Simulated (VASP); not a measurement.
```xyz
2
Lattice="1.4581 -2.5254 0.0000 1.4581 2.5254 0.0000 0.0000 0.0000 2.8444" Properties=species:S:1:pos:R:3 pbc="T T T"
W      0.0000     0.0000     0.0000
C      1.4581     0.8418     1.4222
```

Method: optB86b-vdW, VASP's PBE PAW potentials (set 64) (plane waves; VASP). Settings: 520 eV cut-off, 16×16×14 Γ-centred mesh, tetrahedra with Blöchl corrections, potentials W_sv C.

Unless said otherwise, spin-orbit coupling is left out, though it shifts the bands of the heavy elements here.

Problem. Tabulate the total density of states (states/eV per cell) against energy (eV; zero at the valence-band maximum or, without a gap, the Fermi level).

Solution. 
```
E (eV) | DOS (states/eV)
    -9.98 |  0.00
    -9.38 |  0.00
    -8.90 |  0.00
    -8.30 |  0.01
    -7.70 | # 0.05
    -7.22 | # 0.09
    -6.62 | ################### 1.20
    -6.02 | #################### 1.24
    -5.54 | ########## 0.66
    -4.94 | ########## 0.65
    -4.34 | ################ 1.04
    -3.86 | ####################### 1.48
    -3.26 | ############################ 1.78
    -2.66 | ############################## 1.89
    -2.18 | ######## 0.50
    -1.58 | ####################### 1.45
    -0.98 | ##################### 1.30
    -0.50 | ########## 0.65
     0.10 | #### 0.24
     0.70 | ### 0.20
     1.18 | ##### 0.32
     1.78 | ########### 0.70
     2.38 | ############## 0.88
     2.86 | ########### 0.71
     3.46 | ################ 0.98
```
Within 2 eV below the Fermi level the largest weight inside VASP's projection spheres is W d, then C p.

The compound is WC in the wc structure. It was relaxed first.
